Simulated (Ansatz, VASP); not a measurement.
# Sc3Te: VASP beside Ansatz

INCAR

```
SYSTEM = Sc3Te
  PREC = Accurate
  ENCUT = 520
  EDIFF = 1E-6
  ISMEAR = -1
  SIGMA = 0.05
  LREAL = .FALSE.
  LASPH = .TRUE.
  NELM = 60
  ALGO = Normal
  ISIF = 2
  LWAVE = .FALSE.
  LCHARG = .FALSE.
  GGA = PE
```

File KPOINTS:

```
Automatic mesh
0
G
  5 5 5
  0 0 0
```

POSCAR

```
Sc3Te
1.0
    0.0000000000      3.5695000000      3.5695000000
    3.4267200000      0.0000000000      3.5695000000
    3.4267200000      3.5695000000      0.0000000000
Sc Te
3 1
Direct
    0.2500000000      0.2500000000      0.2500000000
    0.7500000000      0.7500000000      0.7500000000
    0.5000000000      0.5000000000      0.5000000000
    0.0000000000      0.0000000000      0.0000000000
```

File input.yaml:

```yaml
crystal:
  lattice:
    - [0.0, 3.5695, 3.5695]
    - [3.42672, 0.0, 3.5695]
    - [3.42672, 3.5695, 0.0]
  atoms:
    - { symbol: Sc, position: [0.25, 0.25, 0.25] }
    - { symbol: Sc, position: [0.75, 0.75, 0.75] }
    - { symbol: Sc, position: [0.5, 0.5, 0.5] }
    - { symbol: Te, position: [0.0, 0.0, 0.0] }
hamiltonian:
  xc: pbe
  pseudopotentials: { kind: paw }
kpoints:
  mp_grid: { grid: [5, 5, 5] }
scf:
  occupations: { method: fermi_dirac, width: 0.05 }
output:
  forces: true
  stress: true
  eigenvalues: true
```

Change from the starting cell: strain = -0.04.

Alike in both runs: task single point; functional PBE; k mesh 5 × 5 × 5; occupations fermi-dirac, width 0.05 eV; no spin polarisation.

|  | VASP | Ansatz |
| --- | --- | --- |
| version | VASP 6.6.1 | Ansatz 0.2.0 |
| potentials or method | VASP PAW PBE potentials, release 64 (Sc_sv, Te) | Ansatz PAW |
| plane-wave cutoff (eV) | 520 | 420 |
| valence electrons in the cell | 39 | 49 |

VASP gave:

```
gap on the k mesh at the Fermi level (eV)       : none
pressure (GPa)                                  : 2.5
largest component of the traceless stress (GPa) : 0.17
```

Task: Estimate Ansatz's values.

Result: gap on the k mesh at the Fermi level (eV): none; pressure (GPa): 2.5; largest component of the traceless stress (GPa): 0.16.

A gap of «none» marks a metal or a gap that the smearing closes. The two sets of potentials don't hold the same shells in valence.

The runs have no spin-orbit coupling, so splittings on Te are missing.
